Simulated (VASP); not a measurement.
Input of a VASP 6.6.1 run:

File INCAR:

```
SYSTEM = LiH8ClO4
ALGO = Fast
EDIFF = 1E-6
ENCUT = 520
GGA = PE
ISIF = 2
ISMEAR = -1
IVDW = 12
LASPH = .True.
LCHARG = .False.
LREAL = .False.
LWAVE = .False.
NBANDS = 34
NELM = 80
PREC = Accurate
SIGMA = 0.05
```

Contents of KPOINTS:

```
k-points
0
Gamma
  1 1 1
  0 0 0
```

File POSCAR:

```
LiH8ClO4
1.0
    5.4737040000      0.0000000000      0.0000000000
    0.0000000000      5.4737040000      0.0000000000
    0.0000000000      0.0000000000      5.4737040000
O H Li Cl
4 8 1 1
Direct
    0.2302462830      0.7404492461      0.2496846742
    0.7003666987      0.7607462881      1.0073252043
   -0.0675411020      0.2852912763      0.3548419863
    0.5000635767      0.5328567274      0.6361323155
    0.3643236828      0.7524520873      0.1342600915
    0.1680763154      0.5776892576      0.2361289540
    0.6204573722      0.6901725048      0.8506305785
    0.8146037857      0.6450111296      1.0784653317
   -0.2026233059      0.3707544288      0.4247032722
    0.0282989362      0.2251491860      0.5000818459
    0.3839813041      0.6199458356      0.5353961413
    0.4027985437      0.3779524797      0.6756667880
    0.9125813161      0.0222883810      0.1010102117
    0.2044319532      0.1103822932      0.8337133320
```

Potentials or basis: VASP PAW PBE potentials, release 64 (O, H, Li_sv, Cl).

Command:

```sh
$ cat potpaw_PBE.64/O/POTCAR potpaw_PBE.64/H/POTCAR potpaw_PBE.64/Li_sv/POTCAR potpaw_PBE.64/Cl/POTCAR > POTCAR
$ mpirun -np 1 vasp_gam > vasp.out
```

Problem. Estimate the dispersion energy per atom.

Solution. -0.049 eV.

Problem. Estimate the largest force.

Solution. 1.484 eV/Å.

Problem. What does it give for the band gap on the k mesh?

Solution. 4.36 eV, direct.

Forces on the atoms (eV/Å):
```
O   -0.503  0.752  0.714
O   -0.403  0.324 -0.351
O    1.145 -0.642 -0.366
O    0.080 -1.351  0.289
H    0.504  0.155 -0.311
H   -0.379 -1.156 -0.097
H    0.563 -0.130  0.718
H   -0.219 -0.487 -0.420
H   -1.155  0.583  0.726
H   -0.194  0.031 -0.080
H   -0.330  0.975 -0.719
H    0.600  0.551  0.444
Li   0.246  0.115  0.149
Cl   0.044  0.280 -0.696
```

 PBE gaps usually lie below the measured ones, often by a third to a half.
